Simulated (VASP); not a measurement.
**Ti (hcp): computed properties**

Computed with PBE GGA, VASP's PBE PAW potentials (set 64) (plane waves; VASP).

For Ti, the space group is P6_3/mmc (194) and the cell comes out as a = b = 2.9284 Å, c = 4.6423 Å, α = β = 90.00°, γ = 120.00°. The volume per atom comes out as 17.24 Å^3/atom and the band gap (over mesh and band path) is none (metal, semimetal or under 0.01 eV). The band gap with spin-orbit coupling comes out as none (metallic). The density comes out as 4.61 g/cm³.

Ti has the hexagonal space group P6₃/mmc (No. 194), the hcp (Mg type) structure, Pearson symbol hP2. Conventional cell: a = 2.928 Å, b = 2.928 Å, c = 4.642 Å, α = 90.00°, β = 90.00°, γ = 120.00°. Ti on 2c is coordinated by 12 Ti at 2.872–2.928 Å (anticuboctahedral). (Neighbours: up to the widest gap in distance over summed covalent radii, below 1.35, at either atom.)

Measured: a 2.950 Å at 293 K (computed value off by -0.8 %), c 4.683 Å at 293 K (computed value off by -0.9 %), as given by Wikipedia, Titanium (infobox). The calculation is for a static lattice, while the measured a, c hold thermal and zero-point effects, which are part of the difference.

The compound is Ti in the hcp structure. It was relaxed first. Symmetry was kept, so distortions that lower it aren't found.
